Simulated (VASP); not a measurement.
Runs of VASP 6.6.1 on Au3SI. Symmetry: Pm-3m, No. 221, cubic system. Conventional cell: a = 6.727 Å, b = 6.727 Å, c = 6.727 Å, α = 90.00°, β = 90.00°, γ = 90.00°. Around I (site symmetry m-3m) lie 6 Au at 3.36 Å. Around Au (site symmetry 4/mmm) lie 2 I at 3.36 Å. The cell comes from a database or a generator and needn't be the stable form of this composition.

| cell | gap on the mesh (eV) | pressure (GPa) |
| --- | --- | --- |
| Pm-3m, 60.88 Å³/atom | none | -4.1 |
| Pm-3m, 54.57 Å³/atom | none | -4.8 |
| Pm-3m, 58.82 Å³/atom | none | -4.3 |
| Pm-3m, 62.89 Å³/atom | none | (a) |

Alike in all rows: task single point; level PBEsol; potentials or basis VASP PAW PBE potentials, release 64 (S, I, Au); no spin polarisation; k mesh 4 × 4 × 4; cutoff (eV) 520; smearing gaussian 0.05 eV.

Problem. Estimate the missing entries.

Solution. (a) -3.9.

Caveats: the PAW data sets were made with another functional, which shifts forces and pressure a little.

A k mesh can miss the band edges, and the runs leave out spin-orbit coupling on Au, I.

A gap of «none» marks a metal or a gap under the smearing width.
